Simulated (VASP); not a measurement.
Computed with r2SCAN meta-GGA, VASP's PBE PAW potentials (set 64) (plane waves; VASP 6.6.1).

The input files of a VASP run:

File POSCAR:
```
Sr
1
    0.0000000000     3.0194301045     3.0194301045
    3.0194301045     0.0000000000     3.0194301045
    3.0194301045     3.0194301045     0.0000000000
Sr
1
Direct
  0.0000000000   0.0000000000   0.0000000000
```

**INCAR**
```
# general
SYSTEM =Sr
PREC   =Accurate
ENCUT  =520
LREAL  =.FALSE.
LASPH  =.TRUE.

# electronic loop
EDIFF  =1E-7
NELM   =100   # most electronic steps
ALGO   =Normal   # blocked Davidson
LMAXMIX=4
LMIXTAU=.TRUE.

# smearing
ISMEAR =1
SIGMA  =0.1   # width (eV)

# functional
METAGGA=R2SCAN

# ions
ISIF   =2   # forces and stress, cell fixed

# output
LWAVE  =.FALSE.
LCHARG =.FALSE.
```

### KPOINTS
```
Automatic mesh
0
Gamma
10 10 10
0 0 0
```

POTCAR, in this order: Sr_sv (PBE.64 set). Program: vasp_std.

### Question
What will the output report for the number of irreducible k-points (NKPTS), largest plane-wave count, number of space-group operations, FFT grid (NGX, NGY, NGZ)?

### Answer

- number of irreducible k-points (NKPTS): 47
- largest plane-wave count: 1524
- number of space-group operations: 48
- FFT grid (NGX, NGY, NGZ): 32 × 32 × 32

The compound is Sr in the fcc structure. This cell is one point of a volume scan, at 0.97 of the reference volume.
